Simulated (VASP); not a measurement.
Input:

```yaml
crystal:
  lattice:
    - [0.00000, 2.79095, 2.79095]
    - [2.79095, 0.00000, 2.79095]
    - [2.79095, 2.79095, 0.00000]
  atoms:
    - { symbol: Si, position: [0.00000, 0.00000, 0.00000] }
    - { symbol: Sn, position: [0.50000, 0.50000, 0.50000] }
```

All values below come from PBEsol GGA, VASP's PBE PAW potentials (set 64) (plane waves; VASP 6.6.1). Numerical set-up: 400 eV cut-off, 13×13×13 Γ-centred mesh, tetrahedra with Blöchl corrections, potentials Si Sn_d.

Question: The job: SiSn (relaxed from the rock salt structure, space group Fm-3m), 2 atoms, PBEsol, static run, 400 eV, 13×13×13 Γ-centred mesh. Roughly how much core time does it take on a busy server core?

Answer: About 30 core-seconds (one run on a shared machine, a rough figure). It had 84 irreducible k-points, 13 bands, up to 809 plane waves and 14 electronic steps.

The structure was generated: SiSn was put into the rock salt type (Fm-3m), which need not be its known phase. It was relaxed first, which changed the volume by +10 %.
